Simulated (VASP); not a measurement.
These are optB86b-vdW, VASP's PBE PAW potentials (set 64) (plane waves; VASP 6.6.1) values and carry that method's errors.

VASP ran on this input.

File KPOINTS:
```
Regular mesh
0
Gamma
10 10 4
```

### POSCAR
```
C
1
    1.2086882159    -2.0935089128     0.0000000000
    1.2086882159     2.0935089128     0.0000000000
    0.0000000000     0.0000000000     6.4510399338
C
4
Direct
  0.0000000000   0.0000000000   0.2500000000
  0.0000000000   0.0000000000   0.7500000000
  0.3333330000   0.6666670000   0.2500000000
  0.6666670000   0.3333330000   0.7500000000
```

**INCAR**
```
SYSTEM = C
PREC = Accurate
ENCUT = 520
EDIFF = 1E-7
NELM = 100
ALGO = Normal
LREAL = .FALSE.
LASPH = .TRUE.
ISMEAR = 0
SIGMA = 0.05
GGA = MK
PARAM1 = 0.1234
PARAM2 = 1.0
LUSE_VDW = .TRUE.
AGGAC = 0.0
LWAVE = .FALSE.
LCHARG = .FALSE.
ISIF = 4
IBRION = 2
NSW = 30
EDIFFG = -0.01
```

POTCAR, in this order: C (PBE.64 set). Program: vasp_std.

What VASP printed:

**OSZICAR**
```
       N       E                     dE             d eps       ncg     rms          rms(c)
DAV:   1     0.526431369511E+02    0.52643E+02   -0.84100E+03  1008   0.124E+03
DAV:   2    -0.315183041739E+02   -0.84161E+02   -0.76944E+02  1436   0.233E+02
DAV:   3    -0.351292095746E+02   -0.36109E+01   -0.35823E+01  1264   0.486E+01
DAV:   4    -0.351693332136E+02   -0.40124E-01   -0.40078E-01  1264   0.598E+00
DAV:   5    -0.351701545277E+02   -0.82131E-03   -0.82114E-03  1252   0.832E-01    0.970E+00
DAV:   6    -0.330755196792E+02    0.20946E+01   -0.21356E+00  1196   0.102E+01    0.565E+00
DAV:   7    -0.324238318594E+02    0.65169E+00   -0.23317E+00  1152   0.108E+01    0.149E+00
DAV:   8    -0.324308577851E+02   -0.70259E-02   -0.78060E-02  1152   0.192E+00    0.143E-01
DAV:   9    -0.324303729865E+02    0.48480E-03   -0.19669E-03  1268   0.361E-01    0.664E-02
DAV:  10    -0.324304766304E+02   -0.10364E-03   -0.19896E-04  1220   0.125E-01    0.331E-02
DAV:  11    -0.324304796746E+02   -0.30442E-05   -0.62514E-06  1248   0.231E-02    0.496E-03
DAV:  12    -0.324304798864E+02   -0.21180E-06   -0.40498E-07  1276   0.565E-03    0.829E-04
DAV:  13    -0.324304799206E+02   -0.34151E-07   -0.79983E-08   924   0.261E-03
   1 F= -.32430480E+02 E0= -.32430480E+02  d E =-.324305E+02
       N       E                     dE             d eps       ncg     rms          rms(c)
DAV:   1    -0.328772388276E+02   -0.44676E+00   -0.16410E+01  1008   0.355E+01    0.248E+00
DAV:   2    -0.326283624530E+02    0.24888E+00   -0.38303E-01  1228   0.478E+00    0.143E+00
DAV:   3    -0.325194269929E+02    0.10894E+00   -0.33605E-01  1168   0.398E+00    0.346E-01
DAV:   4    -0.325191107859E+02    0.31621E-03   -0.13423E-02  1152   0.872E-01    0.108E-01
DAV:   5    -0.325184376525E+02    0.67313E-03   -0.19973E-03  1232   0.322E-01    0.196E-02
DAV:   6    -0.325184443211E+02   -0.66686E-05   -0.49093E-05  1236   0.567E-02    0.134E-02
DAV:   7    -0.325184437167E+02    0.60442E-06   -0.98019E-06  1192   0.249E-02    0.599E-03
DAV:   8    -0.325184438797E+02   -0.16301E-06   -0.85385E-07  1248   0.817E-03    0.975E-04
DAV:   9    -0.325184439786E+02   -0.98904E-07   -0.31398E-08   824   0.158E-03
   2 F= -.32518444E+02 E0= -.32518444E+02  d E =-.879641E-01
       N       E                     dE             d eps       ncg     rms          rms(c)
DAV:   1    -0.325456296320E+02   -0.27186E-01   -0.84171E-01  1008   0.786E+00    0.553E-01
DAV:   2    -0.325324443151E+02    0.13185E-01   -0.17983E-02  1244   0.104E+00    0.321E-01
DAV:   3    -0.325265417511E+02    0.59026E-02   -0.18606E-02  1180   0.938E-01    0.818E-02
DAV:   4    -0.325264964521E+02    0.45299E-04   -0.71938E-04  1156   0.199E-01    0.304E-02
DAV:   5    -0.325264722700E+02    0.24182E-04   -0.60787E-05  1224   0.629E-02    0.443E-03
DAV:   6    -0.325264729057E+02   -0.63568E-06   -0.21850E-06  1252   0.111E-02    0.355E-03
DAV:   7    -0.325264730597E+02   -0.15397E-06   -0.79860E-07  1168   0.715E-03    0.884E-04
DAV:   8    -0.325264731111E+02   -0.51449E-07   -0.38120E-08   804   0.187E-03
   3 F= -.32526473E+02 E0= -.32526473E+02  d E =-.959932E-01
```

**OUTCAR**
```
------------------------ aborting loop because EDIFF is reached ----------------------------------------
  FORCE on cell =-STRESS in cart. coord.  units (eV):
  Direction    XX          YY          ZZ          XY          YZ          ZX
  --------------------------------------------------------------------------------------
  Total        0.7524618      0.7524614      0.7603544      0.0000000      0.0000000     -0.0000000
  in kB       36.9271840     36.9271650     37.3145188      0.0000000      0.0000000     -0.0000000
  external PRESSURE =      37.0562893 kB  Pullay stress =       0.0000000 kB
  volume of cell :       32.65
      direct lattice vectors                 reciprocal lattice vectors
     1.230001243 -2.130424097  0.000000000     0.406503654 -0.234695055 -0.000000000
     1.230001243  2.130424097  0.000000000     0.406503654  0.234695055 -0.000000000
     0.000000000 -0.000000000  6.229414315     0.000000000  0.000000000  0.160528735
 POSITION                                       TOTAL-FORCE (eV/Angst)
 -----------------------------------------------------------------------------------
      0.00000     -0.00000      1.55735        -0.000000     -0.000000     -0.000000
      0.00000     -0.00000      4.67206        -0.000000      0.000000      0.000000
      1.23000      0.71014      1.55735         0.000000      0.000000     -0.000000
      1.23000     -0.71014      4.67206        -0.000000     -0.000000     -0.000000
 -----------------------------------------------------------------------------------
    total drift:                               -0.000000     -0.000000      0.000000
  FREE ENERGIE OF THE ION-ELECTRON SYSTEM (eV)
  ---------------------------------------------------
  free  energy   TOTEN  =       -32.5264731111 eV

  energy  without entropy=      -32.5264731111  energy(sigma->0) =      -32.52647311

 reached required accuracy - stopping structural energy minimisation
```
(Selected blocks of OUTCAR.)

### CONTCAR
```
C
   1.00000000000000
     1.2300012428568228   -2.1304240967200996    0.0000000000000000
     1.2300012428568228    2.1304240967200996    0.0000000000000000
     0.0000000000000000   -0.0000000000000000    6.2294143150172090
  C
     4
Direct
     0.0000000000000000    0.0000000000000000    0.2500000000000000
     0.0000000000000000    0.0000000000000000    0.7500000000000000
     0.3333330000000032    0.6666669999999968    0.2500000000000000
     0.6666669999999968    0.3333330000000032    0.7500000000000000
```

The compound is C in the graphite structure. This cell is one point of a volume scan, at 0.94 of the reference volume. Symmetry was kept, so distortions that lower it aren't found.
